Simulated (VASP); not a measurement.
Consider the following.

```xyz
2
Lattice="0.0000 3.2845 3.2845 3.2845 0.0000 3.2845 3.2845 3.2845 0.0000" Properties=species:S:1:pos:R:3 pbc="T T T"
Na     0.0000     0.0000     0.0000
I      3.2845     3.2845     3.2845
```

These are vdW-DF2, VASP's PBE PAW potentials (set 64) (plane waves; VASP) values and carry that method's errors. Numerical set-up: 520 eV cut-off, 8×8×8 Γ-centred mesh, tetrahedra with Blöchl corrections, potentials Na_pv I.

Unless said otherwise, spin-orbit coupling is left out, though it shifts the bands of the heavy elements here.

Problem. Tabulate the total density of states (states/eV per cell) against energy (eV; zero at the valence-band maximum or, without a gap, the Fermi level).

Solution. 
(E (eV), DOS (states/eV)): (-9.96, 0.00); (-9.72, 0.00); (-9.36, 0.00); (-9.12, 0.00); (-8.88, 0.00); (-8.52, 0.00); (-8.28, 0.00); (-7.92, 0.00); (-7.68, 0.00); (-7.44, 0.00); (-7.08, 0.00); (-6.84, 0.00); (-6.60, 0.00); (-6.24, 0.00); (-6.00, 0.00); (-5.64, 0.00); (-5.40, 0.00); (-5.16, 0.00); (-4.80, 0.00); (-4.56, 0.00); (-4.32, 0.00); (-3.96, 0.00); (-3.72, 0.00); (-3.36, 0.00); (-3.12, 0.00); (-2.88, 0.00); (-2.52, 0.00); (-2.28, 0.00); (-2.04, 0.11); (-1.68, 4.68); (-1.44, 1.49); (-1.08, 2.27); (-0.84, 2.71); (-0.60, 5.13); (-0.24, 4.34); (0.00, 0.29); (0.24, 0.00); (0.60, 0.00); (0.84, 0.00); (1.20, 0.00); (1.44, 0.00); (1.68, 0.00); (2.04, 0.00); (2.28, 0.00); (2.52, 0.00); (2.88, 0.00); (3.12, 0.00); (3.48, 0.00); (3.72, 0.03); (3.96, 0.08); (4.32, 0.17); (4.56, 0.48); (4.80, 0.77); (5.16, 1.64); (5.40, 2.19); (5.76, 1.53); (6.00, 0.47); (6.24, 0.81); (6.60, 3.28); (6.84, 1.18)
Within 2 eV below the valence-band maximum the largest weight inside VASP's projection spheres is I p.

The compound is NaI in the rock salt structure. It was relaxed first.
